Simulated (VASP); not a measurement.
These are PBE GGA with D4 dispersion, VASP's PBE PAW potentials (set 64) (plane waves; VASP 6.6.1) values and carry that method's errors.

VASP input:

### INCAR
```
EDIFFG = -0.01   ! ionic stop
IBRION = 2
LCHARG = .FALSE.
LMAXMIX = 4
LWAVE = .FALSE.
GGA = PE   ! PBE
ISIF = 4   ! ions and shape, fixed volume
LASPH = .TRUE.
PREC = Accurate
SIGMA = 0.1   ! width (eV)
ENCUT = 520   ! plane-wave cut-off (eV)
NELM = 100
NSW = 30
EDIFF = 1E-7
ALGO = Normal
SYSTEM = In
ISMEAR = 1
LREAL = .FALSE.
IVDW = 13   ! D4
```

KPOINTS:
```
Automatic mesh
0
gamma
 16 16 16
```

### POSCAR
```
In
1.0
 -1.6161197148   1.6161197148   2.4885446363
  1.6161197148  -1.6161197148   2.4885446363
  1.6161197148   1.6161197148  -2.4885446363
In
1
Cartesian
  0.0000000000   0.0000000000   0.0000000000
```

POTCAR, in this order: In_d (PBE.64 set). Program: vasp_std.

What VASP printed:

File OSZICAR:
```
       N       E                     dE             d eps       ncg     rms          rms(c)
DAV:   1     0.703979048634E+02    0.70398E+02   -0.65623E+03  7004   0.164E+03
DAV:   2     0.129358660603E+00   -0.70269E+02   -0.69264E+02  7062   0.286E+02
DAV:   3    -0.251634737168E+01   -0.26457E+01   -0.26289E+01  8100   0.643E+01
DAV:   4    -0.257585863435E+01   -0.59511E-01   -0.59486E-01  8852   0.977E+00
DAV:   5    -0.257831930362E+01   -0.24607E-02   -0.24605E-02  8530   0.162E+00    0.233E+00
DAV:   6    -0.255501722066E+01    0.23302E-01   -0.45052E-02  8024   0.473E+00    0.116E+00
DAV:   7    -0.255045133142E+01    0.45659E-02   -0.14370E-02  8202   0.249E+00    0.260E-01
DAV:   8    -0.255016545653E+01    0.28587E-03   -0.83336E-04  8726   0.575E-01    0.335E-02
DAV:   9    -0.255017055218E+01   -0.50956E-05   -0.13242E-05  9438   0.567E-02    0.142E-02
DAV:  10    -0.255017147087E+01   -0.91869E-06   -0.14118E-06  7596   0.149E-02    0.190E-03
DAV:  11    -0.255017141803E+01    0.52843E-07   -0.48997E-08  4994   0.258E-03
   1 F= -.29099100E+01 E0= -.29098220E+01  d E =-.290991E+01
       N       E                     dE             d eps       ncg     rms          rms(c)
DAV:   1    -0.255072669341E+01   -0.55522E-03   -0.16354E-02  8020   0.140E+00    0.113E-01
DAV:   2    -0.255045983646E+01    0.26686E-03   -0.36248E-04 10146   0.411E-01    0.739E-02
DAV:   3    -0.255029477973E+01    0.16506E-03   -0.19074E-04  8820   0.436E-01    0.182E-02
DAV:   4    -0.255029685021E+01   -0.20705E-05   -0.25325E-05  7624   0.595E-02    0.208E-02
DAV:   5    -0.255029678098E+01    0.69226E-07   -0.78000E-07  9648   0.124E-02
   2 F= -.29100364E+01 E0= -.29099564E+01  d E =-.126367E-03
       N       E                     dE             d eps       ncg     rms          rms(c)
DAV:   1    -0.255325135440E+01   -0.29545E-02   -0.97801E-02  7998   0.343E+00    0.276E-01
DAV:   2    -0.255164886409E+01    0.16025E-02   -0.21722E-03 10054   0.981E-01    0.182E-01
DAV:   3    -0.255065563933E+01    0.99322E-03   -0.11614E-03  8714   0.105E+00    0.450E-02
DAV:   4    -0.255066819810E+01   -0.12559E-04   -0.15211E-04  7554   0.146E-01    0.513E-02
DAV:   5    -0.255066794554E+01    0.25256E-06   -0.47460E-06 10164   0.303E-02    0.224E-02
DAV:   6    -0.255066774694E+01    0.19860E-06   -0.42185E-07  7678   0.126E-02    0.783E-03
DAV:   7    -0.255066773353E+01    0.13413E-07   -0.28714E-08  3814   0.371E-03
   3 F= -.29104054E+01 E0= -.29103983E+01  d E =-.495367E-03
       N       E                     dE             d eps       ncg     rms          rms(c)
DAV:   1    -0.256128761544E+01   -0.10620E-01   -0.38981E-01  7986   0.685E+00    0.549E-01
DAV:   2    -0.255487150964E+01    0.64161E-02   -0.87114E-03  9928   0.183E+00    0.362E-01
DAV:   3    -0.255089814477E+01    0.39734E-02   -0.47531E-03  8688   0.204E+00    0.899E-02
DAV:   4    -0.255094605290E+01   -0.47908E-04   -0.58056E-04  7582   0.281E-01    0.103E-01
DAV:   5    -0.255094520867E+01    0.84423E-06   -0.19291E-05 10150   0.608E-02    0.427E-02
DAV:   6    -0.255094451556E+01    0.69311E-06   -0.16189E-06  7732   0.245E-02    0.147E-02
DAV:   7    -0.255094448561E+01    0.29941E-07   -0.11172E-07  4486   0.721E-03
   4 F= -.29106846E+01 E0= -.29107551E+01  d E =-.774586E-03
       N       E                     dE             d eps       ncg     rms          rms(c)
DAV:   1    -0.255166503891E+01   -0.72052E-03   -0.26004E-02  8034   0.177E+00    0.142E-01
DAV:   2    -0.255124024662E+01    0.42479E-03   -0.57571E-04 10044   0.515E-01    0.931E-02
DAV:   3    -0.255097587527E+01    0.26437E-03   -0.30927E-04  8628   0.548E-01    0.224E-02
DAV:   4    -0.255097953961E+01   -0.36643E-05   -0.41960E-05  7500   0.758E-02    0.263E-02
DAV:   5    -0.255097954924E+01   -0.96243E-08   -0.12227E-06  9984   0.150E-02    0.131E-02
DAV:   6    -0.255097952027E+01    0.28972E-07   -0.12798E-07  6260   0.701E-03
   5 F= -.29107223E+01 E0= -.29107918E+01  d E =-.812307E-03
```

File OUTCAR:
```
------------------------ aborting loop because EDIFF is reached ----------------------------------------
  Edisp (eV):   -0.35974
  FORCE on cell =-STRESS in cart. coord.  units (eV):
  Direction    XX          YY          ZZ          XY          YZ          ZX
  --------------------------------------------------------------------------------------
  Total       0.00555     0.00555     0.00795     0.00000     0.00000     0.00000
  in kB       0.34226     0.34226     0.48997     0.00000     0.00000     0.00000
  external pressure =        0.39 kB  Pullay stress =        0.00 kB
  volume of cell :       26.00
      direct lattice vectors                 reciprocal lattice vectors
    -1.605420650  1.605420650  2.521824163     0.000000000  0.311444854  0.198269176
     1.605420650 -1.605420650  2.521824163     0.311444854  0.000000000  0.198269176
     1.605420650  1.605420650 -2.521824163     0.311444854  0.311444854 -0.000000000
 POSITION                                       TOTAL-FORCE (eV/Angst)
 -----------------------------------------------------------------------------------
      0.00000      0.00000     -0.00000         0.000000     -0.000000     -0.000000
 -----------------------------------------------------------------------------------
    total drift:                               -0.000000     -0.000000     -0.000000
  FREE ENERGIE OF THE ION-ELECTRON SYSTEM (eV)
  ---------------------------------------------------
  free  energy   TOTEN  =        -2.9107223040 eV

  energy  without entropy=       -2.9109309062  energy(sigma->0) =       -2.91079184

 reached required accuracy - stopping structural energy minimisation
```
(Selected blocks of OUTCAR.)

File CONTCAR:
```
In
   1.00000000000000
    -1.6054206498621897    1.6054206498621899    2.5218241633750451
     1.6054206498621897   -1.6054206498621895    2.5218241633750451
     1.6054206498621897    1.6054206498621895   -2.5218241633750451
  In
     1
Direct
     0.0000000000000000    0.0000000000000000    0.0000000000000000
```

The compound is In in the bct structure. This run relaxes it. Symmetry was kept, so distortions that lower it aren't found.
